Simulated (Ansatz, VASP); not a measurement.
## ZnSnW (ZnSnW in the AlB2 type): VASP beside Ansatz

Aim: how closely do two programs agree when they are given the same cell, functional and k mesh? The cell is generated by rule, not measured, and may not be a known phase. The cell is taken from a series of runs on this material, whose earlier steps may have relaxed, scaled, displaced or heated it; both programs get it as it stands.

Calculated with Ansatz 0.2.0; plane waves, with VASP 6.6.1 beside it; relaxation of cell and atoms at PBE and zone-centre phonons at PBE.

The structure was built from a prototype and need not be the compound's stable phase.

## (1) Starting point

Symmetry: P-6m2, No. 187, hexagonal system. The conventional cell has a = 4.660 Å, b = 4.660 Å, c = 2.788 Å, α = 90.00°, β = 90.00°, γ = 120.00°. Nearest to W lie 2 W at 2.79 Å and 6 Sn at 3.03 Å and 6 Zn at 3.03 Å. Nearest to Sn lie 3 Zn at 2.69 Å and 2 Sn at 2.79 Å and 6 W at 3.03 Å. Nearest to Zn lie 3 Sn at 2.69 Å and 2 Zn at 2.79 Å and 6 W at 3.03 Å. Farther neighbours are not listed.

## (2) Ansatz: relaxation of cell and atoms, PBE, pair 1

Ansatz runs on its PAW soft_1 files.

The relaxed volume is the usual yardstick between codes: in a stiff, nearly cubic crystal its relative difference is about their pressure difference at one cell divided by the bulk modulus.

Contents of input.yaml:

```yaml
crystal:
  lattice:
    - [4.65951297, 0.0, 0.0]
    - [-2.329756485, 4.0352566013, 0.0]
    - [0.0, 0.0, 2.7878042169]
  atoms:
    - { symbol: W, position: [0.0, 0.0, 0.0] }
    - { symbol: Sn, position: [0.3333333333, 0.6666666667, 0.5] }
    - { symbol: Zn, position: [0.6666666667, 0.3333333333, 0.5] }
kpoints:
  mp_grid: { grid: [6, 6, 9] }
hamiltonian:
  xc: pbe
  pseudopotentials: { kind: paw, azcp: { folder: soft_1 } }
scf:
  occupations: { method: methfessel_paxton, width: 0.2 }
output:
  forces: true
  stress: true
  eigenvalues: true
relax:
  adjacent_minimum: "off"
  f_tol: 0.001
  max_steps: 60
  cell: { stress_tol: 0.01 }
```

The run is started by

```sh
$ ansatz run input.yaml --threads 4 --pin off --max-ram 12288MiB --backend cpu --events-out ev --progress --plain --runs-dir out
```

Numbers of over 12 decimals in the logs are rounded to 6 here.

Output:

```text
Engine: ansatz 0.2.0, aarch64-unknown-linux-gnu
Pseudopotentials: kind: paw
Pseudopotential: W, paw, valence charge 14, recommended cutoff 420 eV (normal), soft_1/W.paw.azcp
Pseudopotential: Sn, paw, valence charge 14, recommended cutoff 420 eV (normal), soft_1/Sn.paw.azcp
Pseudopotential: Zn, paw, valence charge 12, recommended cutoff 420 eV (normal), soft_1/Zn.paw.azcp
Functional definition: PBE
  parameter kappa = 0.804
  parameter beta = 0.066725
  exchange = pbe_x(kappa = kappa, mu = beta*pi^2/3)
  correlation = pbe_c(beta = beta)
Crystal: 3 atoms, lattice volume = 52.417 Å³
Basis set: ecut = 420 eV, 1023 PW (Γ), exchange–correlation on 64×64×40 points (8 copies of the dense FFT grid, shifted against one another)
Bands: 24, of which v1, the nominal top of the filled ones, is band 20 counted from 1 (19 counted from 0)
Symmetry: 12 space group operations
Space group: P-6m2 (ITA 187), of the structure as read, at distance tolerance 3.7e-5 Å
k-points: 35 of 324 (time reversal used)
Non-local potential: W, projectors of the file, l = 0: 3, l = 1: 2, l = 2: 2, l = 3: 1
Non-local potential: Sn, projectors of the file, l = 0: 2, l = 1: 2, l = 2: 2, l = 3: 1
Non-local potential: Zn, projectors of the file, l = 0: 2, l = 1: 2, l = 2: 3, l = 3: 1
PAW form: soft (Blöchl's): semilocal exchange-correlation on the pseudo side does not see the compensation charge
PAW one-centre angular grid: W, 590 points (default); XC on 64 Gauss nodes
PAW one-centre angular grid: Sn, 590 points (default); XC on 64 Gauss nodes
PAW one-centre angular grid: Zn, 590 points (default); XC on 64 Gauss nodes
Initial density: superposition of atomic densities (chi_scale 0.1, normalization cell, long waves kept (reshape's long-wave potential 0.00 eV rms))
Initial wavefunctions: pseudopotential atomic-orbital guess
Functional: x = pbe(κ = 0.804, μ = 0.219515), c = pbe(β = 0.066725)
SCF iter   1: F=—  HF=-19727.903539 eV  |F-HF|=—  |Δ(HF+E_count)|=         —  Δρ=5.47e-2  dr2=2.14e0  ethr=3.10e-3  ⟨swp⟩=5.1  Hψ=3714  notcnv=0
preconditioner: auto → none  [metal: Δε(μ)=0.036 eV  Ē_g=13.185 eV  σ=0.200 eV  W_gap=0.15  n_scr=8 (ndim 8)  ℏωp=29.0 eV  f_vac=0.000  D(μ)=2.06/eV (n_scr^D=8)  sad-step TF]
SCF iter   2: F=—  HF=-19727.614742 eV  |F-HF|=—  |Δ(HF+E_count)|=   2.89e-1  S|Δr|=    0.00e0  Δρ=3.45e-2  dr2=9.39e-1  ethr=3.10e-3  ⟨swp⟩=2.0  Hψ=1238  notcnv=0
SCF iter   3: F=—  HF=-19727.436660 eV  |F-HF|=—  |Δ(HF+E_count)|=   1.78e-1  S|Δr|=    0.00e0  Δρ=1.33e-2  dr2=4.95e-2  ethr=2.35e-3  ⟨swp⟩=2.4  Hψ=1594  notcnv=0
SCF iter   4: F=—  HF=-19727.413331 eV  |F-HF|=—  |Δ(HF+E_count)|=   2.33e-2  S|Δr|=    0.00e0  Δρ=4.14e-3  dr2=4.48e-3  ethr=1.24e-4  ⟨swp⟩=2.0  Hψ=1489  notcnv=0
SCF iter   5: F=—  HF=-19727.413174 eV  |F-HF|=—  |Δ(HF+E_count)|=   1.57e-4  S|Δr|=    0.00e0  Δρ=6.83e-4  dr2=2.43e-4  ethr=1.12e-5  ⟨swp⟩=2.0  Hψ=1187  notcnv=0
SCF iter   6: F=—  HF=-19727.413186 eV  |F-HF|=—  |Δ(HF+E_count)|=   1.27e-5  S|Δr|=    0.00e0  Δρ=1.30e-4  dr2=8.86e-6  ethr=6.07e-7  ⟨swp⟩=2.9  Hψ=1398  notcnv=0
SCF iter   7: F=—  HF=-19727.413192 eV  |F-HF|=—  |Δ(HF+E_count)|=   5.72e-6  S|Δr|=    0.00e0  Δρ=3.13e-5  dr2=8.17e-7  ethr=2.22e-8  ⟨swp⟩=2.3  Hψ=1363  notcnv=0
SCF iter   8: F=-19727.413192 eV  HF=-19727.413192 eV  |F-HF|=2.45e-8  |Δ(HF+E_count)|=   2.52e-7  S|Δr|=    0.00e0  Δρ=7.04e-6  dr2=2.96e-8  ethr=2.50e-10  ⟨swp⟩=6.4  Hψ=3993  notcnv=0
SCF 1 converged in 8 iterations: F = -19727.413192 eV  dr2 = 2.96e-8
  greatest PAW one-centre occupation: 0.999 electrons in one spin orbital (limit 2), on the W atom at site 0 (counted from 0), in its partial waves of l = 0
relax step   1: F+E_penalty+E_count = -19727.41319190 eV  Δ(F+E_penalty+E_count) = +0.000e0 eV  max|allowed force component| = 5.860e-17 eV/Å  Δτ_max = 0.0000 Å  P = +0.044 GPa  Ω = 52.417 Å³  (8 SCF iters, dr2 threshold 1.00e-7 eV, accepted)
[...]
relax step   3: F+E_penalty+E_count = -19727.41452882 eV  Δ(F+E_penalty+E_count) = -1.026e-3 eV  max|allowed force component| = 1.506e-17 eV/Å  Δτ_max = 0.0000 Å  P = -0.116 GPa  Ω = 52.538 Å³  energy of the carried Pulay correction = -5.514e-5 eV  (4 SCF iters, dr2 threshold 3.00e-7 eV, accepted)
[...]
relax step   4: F+E_penalty+E_count = -19727.41457137 eV  Δ(F+E_penalty+E_count) = -4.255e-5 eV  max|allowed force component| = 3.739e-17 eV/Å  Δτ_max = 0.0000 Å  P = +0.065 GPa  Ω = 52.466 Å³  energy of the carried Pulay correction = -2.348e-5 eV  (4 SCF iters, dr2 threshold 3.54e-8 eV, accepted)
[...]
relax step   5: F+E_penalty+E_count = -19727.41456569 eV  Δ(F+E_penalty+E_count) = +5.676e-6 eV  max|allowed force component| = 1.450e-17 eV/Å  Δτ_max = 0.0000 Å  P = -0.000 GPa  Ω = 52.493 Å³  energy of the carried Pulay correction = -3.520e-5 eV  (3 SCF iters, dr2 threshold 1.46e-8 eV, accepted)
[...]
relax step   6: F+E_penalty+E_count = -19727.41459805 eV  Δ(F+E_penalty+E_count) = -3.236e-5 eV  max|allowed force component| = 1.662e-17 eV/Å  Δτ_max = 0.0000 Å  P = -0.000 GPa  Ω = 52.493 Å³  stress off target by 6.41e-4 GPa  SCF on the basis re-selected at this cell (its energy is not comparable with the rows above)  (7 SCF iters)
basis re-selected at this cell: Δ(F+E_penalty+E_count) = -3.236e-5 eV, ΔP = +0.000 GPa vs the last step (what re-selecting the basis moved, of the pressure what is left beyond the Pulay correction that the steps carried, after the strain that the cell walked since its last selection, with what the two solves' SCF thresholds leave and, on support functions, any second-order correction that the steps lacked; it is no m [...]
SCF converged after 7 iterations
Stability not checked: this state was not tested for a lower state beside it, because cold or Methfessel-Paxton smearing, or corrected tetrahedra, fill the levels in a way that the test cannot read (fill_not_monotonic; see scf.lower_state_search)
Free energy (F): -19727.414598 eV
Harris-Foulkes:  -19727.414598 eV  (|F-HF|=3.64e-12)
Internal energy: -19727.412767 eV  (E = F + TS)
E sigma→0 (E₀):  -19727.414140 eV
Entropy (-TS):   -0.001831 eV (-0.610 meV/atom)
Fermi energy:    16.001323 eV
--- Per-component energies (eV) ---
  E_band       = -77.584449
  E_kinetic    = 737.923745
  E_local      = -3134.868757  (includes V_loc(G=0)·N_el)
  E_nonlocal   = 938.049061
  E_hartree    = 1324.434875
  E_xc         = -471.488418
  E_vxc        = -362.316826  (∫ρ·V_xc dr)
  E_paw        = -14844.830976  (= ΣΔE_a)
  E_vpaw       = -905.241601  (= ΣTr[D̂ρ^β])
  E_aug_tail   = 0.000178  (compensation charges beyond the density's cutoff)
  E_ewald      = -4276.632476
  E_smearing   = -0.001831  (= −TS)
  E_closure    = -0.000000  (closes the sum)
  Σ components = -19727.414598   (vs F -19727.414598, Δ=0.00e0)
--- Forces (eV/Å), atoms counted from 1 ---
  atom   1  W      0.00000000     0.00000000     0.00000000
  atom   2  Sn    -0.00000000    -0.00000000    -0.00000000
  atom   3  Zn     0.00000000     0.00000000     0.00000000
  max |Σ_I F_I| component: 1.39e-17 eV/Å
--- Stress (GPa, compression-positive) ---
       -0.000641       0.000000       0.000000
        0.000000      -0.000641      -0.000000
        0.000000      -0.000000       0.000441
  P = ⅓ Tr σ = -0.0003 GPa (-0.003 kbar)
--- Band table (eV; the first three rows and the last of 35) ---
  k-point 0: bands = [... 16 lower, 11.8677, 12.3146, 13.9629, 16.7886, 16.7886, 18.1407, 18.1407, 20.3345]
  k-point 1: bands = [... 16 lower, 12.1340, 12.8245, 14.1602, 16.0033, 16.0033, 18.8765, 18.8765, 19.9766]
  k-point 2: bands = [... 16 lower, 12.8779, 14.0196, 14.7398, 14.8714, 14.8714, 18.0817, 19.7764, 19.7764]
  k-point 34: bands = [... 16 lower, 11.9728, 13.7360, 14.0635, 15.8081, 16.6030, 17.1293, 17.2599, 18.1366]
--- Relaxed structure (5 steps of the walk, 5 accepted, 1 SCFs on fresh bases) ---
  F+E_penalty+E_count = -19727.41459805 eV   max|allowed force component| = 1.662e-17 eV/Å   (the final SCF, on the basis selected at the relaxed cell)
  cell:  # Å, volume = 52.4928 Å³
    - [4.672723, 7.332992884826885e-19, 1.1869133400419706e-19]
    - [-2.336361, 4.046697, 0]
    - [0, 0, 2.776063]
  atoms:
    - { symbol: W, position: [0, 0, 0] }
    - { symbol: Sn, position: [0.333333, 0.666667, 0.5] }
    - { symbol: Zn, position: [0.666667, 0.333333, 0.5] }
```

## (3) VASP: relaxation of cell and atoms, PBE, pair 1

The same cell, functional, mesh and smearing now go to VASP, with its own data sets.

Lines of VASP's logs that name or quote its potential files are left out, and so is its time.

Contents of INCAR:

```
SYSTEM = ZnSnW
PREC = Accurate
ENCUT = 600
EDIFF = 1E-07
NELM = 120
ISMEAR = 1
SIGMA = 0.2
LREAL = .FALSE.
ALGO = Normal
GGA = PE
NBANDS = 22
LASPH = .TRUE.
LORBIT = 11
LWAVE = .FALSE.
LCHARG = .FALSE.
ISIF = 3
IBRION = 2
NSW = 80
EDIFFG = -0.005
GGA_COMPAT = .FALSE.
NELMIN = 4
KPAR = 2
```

Contents of POSCAR:

```
ZnSnW
1.0
    4.6595130000      0.0000000000      0.0000000000
   -2.3297560000      4.0352570000      0.0000000000
    0.0000000000      0.0000000000      2.7878040000
W Sn Zn
1 1 1
Direct
    0.0000000000      0.0000000000      0.0000000000
    0.3333332205      0.6666665841      0.5000000000
    0.6666665649      0.3333334159      0.5000000000
```

Contents of KPOINTS:

```
Automatic mesh
0
Gamma
6 6 9
0 0 0
```

PAW data sets: W, Sn_d and Zn (PBE family, release 64).

The run is started by

```sh
$ mpirun -np 2 vasp_std
```

Output:

```text
[banner, memory and clock lines left out]
running    2 mpi-ranks, on    1 nodes
 distrk:  each k-point on    1 cores,    2 groups
 distr:  one band on    1 cores,    1 groups

 POSCAR found type information on POSCAR W SnZn
 POSCAR found :  3 types and       3 ions
 LDA part: xc-table for (Slater+PW92), standard interpolation
 POSCAR, INCAR and KPOINTS ok, starting setup
 FFT: planning ... GRIDC
 FFT: planning ... GRID_SOFT
 FFT: planning ... GRID
 WAVECAR not read
 entering main loop
       N       E                     dE             d eps       ncg     rms          rms(c)
DAV:   1     0.234993006582E+03    0.23499E+03   -0.17146E+04  1568   0.238E+03
DAV:   2     0.845801549029E+01   -0.22653E+03   -0.21817E+03  1552   0.486E+02
DAV:   3    -0.160706006982E+02   -0.24529E+02   -0.23621E+02  1846   0.144E+02
DAV:   4    -0.168826339560E+02   -0.81203E+00   -0.79962E+00  1698   0.260E+01
DAV:   5    -0.169031706898E+02   -0.20537E-01   -0.20527E-01  1948   0.394E+00    0.145E+01
DAV:   6    -0.162550320271E+02    0.64814E+00   -0.15884E+00  1918   0.226E+01    0.697E+00
DAV:   7    -0.161468960072E+02    0.10814E+00   -0.25058E-01  1810   0.577E+00    0.266E+00
DAV:   8    -0.161278395919E+02    0.19056E-01   -0.39142E-02  1912   0.156E+00    0.262E-01
DAV:   9    -0.161272003367E+02    0.63926E-03   -0.25332E-03  2238   0.763E-01    0.152E-01
DAV:  10    -0.161271049347E+02    0.95402E-04   -0.64020E-04  1822   0.302E-01    0.586E-02
DAV:  11    -0.161270953022E+02    0.96325E-05   -0.62926E-05  2106   0.123E-01    0.193E-02
DAV:  12    -0.161270964350E+02   -0.11328E-05   -0.81703E-06  1974   0.433E-02    0.437E-03
DAV:  13    -0.161270964796E+02   -0.44627E-07   -0.81875E-07  1822   0.113E-02
   1 F= -.16127096E+02 E0= -.16126642E+02  d E =-.161271E+02
[...]
2 F= -.16127699E+02 E0= -.16127093E+02  d E =-.603010E-03
[...]
3 F= -.16129000E+02 E0= -.16128556E+02  d E =-.190379E-02
[...]
4 F= -.16129097E+02 E0= -.16128565E+02  d E =-.962353E-04
 trial-energy change:   -0.000096  1 .order   -0.000099   -0.000480    0.000282
 step:   0.5686(harm=  0.5735)  dis= 0.00000  next Energy=   -16.129150 (dE=-0.149E-03)
 bond charge predicted
       N       E                     dE             d eps       ncg     rms          rms(c)
DAV:   1    -0.161297770301E+02   -0.68043E-03   -0.12302E-02  1834   0.172E+00    0.168E-01
DAV:   2    -0.161292744958E+02    0.50253E-03   -0.17383E-03  1794   0.854E-01    0.774E-02
DAV:   3    -0.161291697806E+02    0.10472E-03   -0.16572E-04  2186   0.221E-01    0.307E-02
DAV:   4    -0.161291486618E+02    0.21119E-04   -0.34756E-05  2296   0.933E-02    0.116E-02
DAV:   5    -0.161291469106E+02    0.17512E-05   -0.43698E-06  2022   0.193E-02    0.463E-03
DAV:   6    -0.161291471666E+02   -0.25603E-06   -0.81316E-07  1834   0.105E-02    0.170E-03
DAV:   7    -0.161291471605E+02    0.61273E-08   -0.52865E-08   806   0.298E-03
   5 F= -.16129147E+02 E0= -.16128656E+02  d E =-.146893E-03
 curvature:  -0.31 expect dE=-0.589E-06 dE for cont linesearch -0.269E-06
 trial: gam=-0.04765 g(F)=  0.268E-40 g(S)=  0.190E-05 ort = 0.223E-04 (trialstep = 0.842E+00)
 search vector abs. value=  0.107E-05
 reached required accuracy - stopping structural energy minimisation
```

From OUTCAR (step 3):

```text
ion  position               nearest neighbor table
   1  0.000  0.000  0.000-   2 3.03   2 3.03   3 3.03   3 3.03   2 3.03   2 3.03   3 3.03   3 3.03
                             3 3.03   3 3.03   2 3.03   2 3.03
   2  0.333  0.667  0.500-   3 2.69   3 2.69   3 2.69   1 3.03   1 3.03   1 3.03   1 3.03   1 3.03
                             1 3.03
   3  0.667  0.333  0.500-   2 2.69   2 2.69   2 2.69   1 3.03   1 3.03   1 3.03   1 3.03   1 3.03
                             1 3.03

  LATTYP: Found a hexagonal cell.
 ALAT       =     4.6595130000
 C/A-ratio  =     0.5983037283

 Subroutine GETGRP returns: Found 12 space group operations
 (whereof 12 operations were pure point group operations)

The static configuration has the point symmetry D_3h.

 Found     35 irreducible k-points:

   k-points           NKPTS =     35   k-points in BZ     NKDIM =     35   number of bands    NBANDS=     22

   dimension x,y,z NGX =    40 NGY =   40 NGZ =   24
   dimension x,y,z NGXF=    80 NGYF=   80 NGZF=   48

   ENCUT  =  600.0 eV  44.10 Ry    6.64 a.u.   9.31  9.31  5.57*2*pi/ulx,y,z

   NELECT =      32.0000    total number of electrons

 k-points in reciprocal lattice and weights: Automatic mesh
   0.00000000  0.00000000  0.00000000       0.003
   0.16666667 -0.00000000  0.00000000       0.019
   0.33333333  0.00000000  0.00000000       0.019
   0.50000000 -0.00000000  0.00000000       0.009
   0.16666667  0.16666667  0.00000000       0.019
   0.33333333  0.16666667  0.00000000       0.037
   0.33333333  0.33333333  0.00000000       0.006
   0.00000000  0.00000000  0.11111111       0.006
   0.16666667 -0.00000000  0.11111111       0.037
[...]
0.33333333  0.16666667  0.44444444       0.074
   0.33333333  0.33333333  0.44444444       0.012

 average (electrostatic) potential at core
       1 -37.9029       2 -99.5193       3 -32.0520

 E-fermi :   7.8670

 k-point     1 :       0.0000    0.0000    0.0000
  band No.  band energies     occupation
    ...
     11       0.6434      2.00000
     12       3.7253      2.00000
     13       3.7253      2.00000
     14       4.1791      2.00000
     15       5.8463      2.00000
     16       8.6687     -0.00000
     17       8.6687     -0.00000
     18       9.9985     -0.00000
     19       9.9985     -0.00000
     20      12.2340      0.00000
    ...

 k-point     2 :       0.1667   -0.0000    0.0000
  band No.  band energies     occupation
    ...
     12       2.5648      2.00000
     13       3.8013      2.00000
     14       4.2329      2.00000
     15       7.1175      2.00000
     16       7.5996      2.06758
     17       8.1275     -0.06926
     18       9.9004     -0.00000
     19       9.9980     -0.00000
     20      12.3009      0.00000
     21      12.9794      0.00000
    ...

 k-point     3 :       0.3333    0.0000    0.0000
  band No.  band energies     occupation
    ...
     12       1.1683      2.00000
     13       3.9550      2.00000
     14       4.0025      2.00000
     15       6.3032      2.00000
     16       7.2423      2.00009
     17       9.5366     -0.00000
     18       9.7353     -0.00000
     19       9.9971     -0.00000
     20      12.7293      0.00000
     21      14.4830      0.00000
    ...

  Total        0.0060667      0.0060667      0.0066817      0.0000000     -0.0000000     -0.0000000
  in kB        0.1859552      0.1859553      0.2048050      0.0000000     -0.0000000     -0.0000000
  external PRESSURE =       0.1922385 kB  Pullay stress =       0.0000000 kB

  energy-cutoff  :      600.00
  volume of cell :       52.27
      direct lattice vectors                 reciprocal lattice vectors
     4.667091457  0.000000001 -0.000000000     0.214266210  0.123706616 -0.000000000
    -2.333545227  4.041820137 -0.000000000    -0.000000000  0.247413286  0.000000000
     0.000000000 -0.000000000  2.770965680     0.000000000  0.000000000  0.360885018

 POSITION                                       TOTAL-FORCE (eV/Angst)
 -----------------------------------------------------------------------------------
      0.00000     -0.00000      0.00000        -0.000000      0.000000     -0.000000
      0.00000      2.69455      1.38548        -0.000000      0.000000      0.000000
      2.33355      1.34727      1.38548         0.000000     -0.000000      0.000000
 -----------------------------------------------------------------------------------
    total drift:                                0.000260      0.000083     -0.000000

  FREE ENERGIE OF THE ION-ELECTRON SYSTEM (eV)
  ---------------------------------------------------
  free  energy   TOTEN  =       -16.1291471605 eV

  energy  without entropy=      -16.1276725565  energy(sigma->0) =      -16.12865563

 reached required accuracy - stopping structural energy minimisation

 total charge
# of ion       s       p       d       tot
------------------------------------------
    1        0.547   0.440   4.064   5.051
    2        1.098   1.285  10.096  12.479
    3        0.569   0.500   9.739  10.808
--------------------------------------------------
tot          2.214   2.225  23.899  28.338

[... 3 further parts left out ...]
```

The run keeps the 12 symmetry operations of its start, so it cannot find a distortion of lower symmetry.

## (4) Differences

Known differences besides the potentials themselves: the data sets hold 40 valence electrons in Ansatz (on its PAW soft_1 files) and 32 in VASP; the cutoff is 420 eV in Ansatz and 600 eV in VASP; Ansatz adds a Pulay correction to the stress that steers its cell, VASP none. Total energies have different zeros and are not compared.

Both answers:

```csv
quantity,Ansatz,VASP,difference
volume (Å³),52.49,52.27,+0.43 %
"edge a after relaxation, in the typed setting (Å)",4.673,4.667,+0.12 %
"edge c after relaxation, in the typed setting (Å)",2.776,2.771,+0.18 %
```

[end of part 1 of 2]

[Lines on the potential files, build, host, timing and source positions are cut from VASP's logs without a mark.]

[Logs are printed without paths, hosts, clocks, repeated set-up lines and the standing remarks that a program may print on its own settings, such as how far it seeks lower states.]

[Hosts, paths, dates, database ids (printed as entryN), source tags and the programs' standing remarks are cut or masked in the printed files.]
